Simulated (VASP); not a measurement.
Output of a VASP run:

**OSZICAR**
```
       N       E                     dE             d eps       ncg     rms          rms(c)
DAV:   1     0.514727196239E+02    0.51473E+02   -0.89067E+03  1664   0.125E+03
DAV:   2    -0.568653772575E+01   -0.57159E+02   -0.55903E+02  1679   0.316E+02
DAV:   3    -0.891036491999E+01   -0.32238E+01   -0.29823E+01  2261   0.416E+01
DAV:   4    -0.903677186809E+01   -0.12641E+00   -0.12521E+00  2244   0.879E+00
DAV:   5    -0.904077955462E+01   -0.40077E-02   -0.40084E-02  2292   0.109E+00    0.249E+01
DAV:   6    -0.904488239561E+01   -0.41028E-02   -0.22421E-02  2585   0.141E+00    0.149E+01
DAV:   7    -0.905461784494E+01   -0.97354E-02   -0.40646E-02  2509   0.194E+00    0.245E-01
DAV:   8    -0.905433257400E+01    0.28527E-03   -0.22714E-03  2114   0.397E-01    0.668E-02
DAV:   9    -0.905434306377E+01   -0.10490E-04   -0.21310E-04  2144   0.134E-01    0.318E-02
DAV:  10    -0.905433669016E+01    0.63736E-05   -0.28859E-05  2147   0.442E-02    0.332E-02
DAV:  11    -0.905433764750E+01   -0.95734E-06   -0.26441E-06  1819   0.143E-02
   1 F= -.98737942E+01 E0= -.98741826E+01  d E =-.987379E+01
```

File OUTCAR:
```
------------------------ aborting loop because EDIFF is reached ----------------------------------------
 Edisp (eV)   -0.81946
  FORCE on cell =-STRESS in cart. coord.  units (eV):
  Direction    XX          YY          ZZ          XY          YZ          ZX
  --------------------------------------------------------------------------------------
  Total      -0.01326    -0.01326     0.00009     0.00000     0.00000     0.00000
  in kB      -0.34958    -0.34958     0.00234     0.00000     0.00000     0.00000
  external pressure =       -0.23 kB  Pullay stress =        0.00 kB
  volume of cell :       60.76
      direct lattice vectors                 reciprocal lattice vectors
     1.783454269 -3.089033211  0.000000000     0.280354820 -0.161862941  0.000000000
     1.783454269  3.089033211  0.000000000     0.280354820  0.161862941  0.000000000
     0.000000000  0.000000000  5.514601343     0.000000000  0.000000000  0.181336771
 POSITION                                       TOTAL-FORCE (eV/Angst)
 -----------------------------------------------------------------------------------
      1.78345      1.02968      1.37865         0.000000     -0.000000      0.000000
      1.78345     -1.02968      4.13595         0.000000      0.000000      0.000000
 -----------------------------------------------------------------------------------
    total drift:                                0.000003      0.000098     -0.000011
  FREE ENERGIE OF THE ION-ELECTRON SYSTEM (eV)
  ---------------------------------------------------
  free  energy   TOTEN  =        -9.8737941629 eV

  energy  without entropy=       -9.8749595126  energy(sigma->0) =       -9.87418261

 reached required accuracy - stopping structural energy minimisation
```
(Selected blocks of OUTCAR.)

File POSCAR:
```
Dy
1
    1.7834542687    -3.0890332106     0.0000000000
    1.7834542687     3.0890332106    -0.0000000000
    0.0000000000    -0.0000000000     5.5146013432
Dy
2
Direct
  0.3333330000   0.6666670000   0.2500000000
  0.6666670000   0.3333330000   0.7500000000
```

Question: Write an INCAR and KPOINTS that could have produced this output.

Answer: This is not unique; one that fits is the input of the run itself, PBE GGA with D3 dispersion (Becke-Johnson damping), plane waves, VASP's PBE PAW potentials (set 64).

File KPOINTS:
```
Automatic mesh
0
Gamma
11 11 6
0 0 0
```

**INCAR**
```
SYSTEM = Dy
PREC = Accurate
ENCUT = 520
EDIFF = 1E-6
NELM = 100
ALGO = Normal
LREAL = .FALSE.
LASPH = .TRUE.
ISMEAR = 1
SIGMA = 0.1
GGA = PE
IVDW = 12
LMAXMIX = 6
LWAVE = .FALSE.
LCHARG = .FALSE.
IBRION = 2
ISIF = 3
NSW = 60
EDIFFG = -0.01
```

POTCAR, in this order: Dy_3 (PBE.64 set). Program: vasp_std.

The 4f electrons are frozen in the core of the lanthanide potential, so 4f levels, which can set the real gap, and their magnetism are missing.

The compound is Dy in the hcp structure. It was relaxed first. The start is the result of an earlier pass.
